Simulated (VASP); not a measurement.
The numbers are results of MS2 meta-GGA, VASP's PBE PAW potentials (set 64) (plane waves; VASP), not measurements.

VASP input:

INCAR:
```
ALGO = Normal
EDIFF = 1E-6
EDIFFG = -0.02
ENCUT = 520
IBRION = 2
ISIF = 3
ISMEAR = 1
LASPH = .TRUE.
LCHARG = .FALSE.
LMAXMIX = 4
LMIXTAU = .TRUE.
LREAL = .FALSE.
LWAVE = .FALSE.
METAGGA = MS2
NELM = 100
NSW = 60
PREC = Accurate
SIGMA = 0.1
SYSTEM = SrVO3
```

KPOINTS:
```
Automatic mesh
0
Gamma
7 7 7
0 0 0
```

### POSCAR
```
SrVO3
1
    3.8155536819    -0.0000000000    -0.0000000000
    0.0000000000     3.8155536819     0.0000000000
    0.0000000000    -0.0000000000     3.8155536819
Sr V O
1 1 3
Direct
  0.0000000000   0.0000000000   0.0000000000
  0.5000000000   0.5000000000   0.5000000000
  0.5000000000   0.0000000000   0.5000000000
  0.0000000000   0.5000000000   0.5000000000
  0.5000000000   0.5000000000   0.0000000000
```

POTCAR, in this order: Sr_sv V_sv O (PBE.64 set). Program: vasp_std.

Problem. What will the output report for the number of irreducible k-points (NKPTS), largest plane-wave count, number of space-group operations, FFT grid (NGX, NGY, NGZ)?

Solution. 
| Quantity | Value |
|---|---|
| number of irreducible k-points (NKPTS) | 20 |
| largest plane-wave count | 1508 |
| number of space-group operations | 48 |
| FFT grid (NGX, NGY, NGZ) | 28 × 28 × 28 |

The compound is SrVO3 in the cubic perovskite structure. This run relaxes it. Symmetry was kept, so distortions that lower it aren't found. The start is the result of an earlier pass. The run is not spin-polarised, so no magnetic state was tried. The electron count is odd and the run is not spin-polarised, which forces a metal.
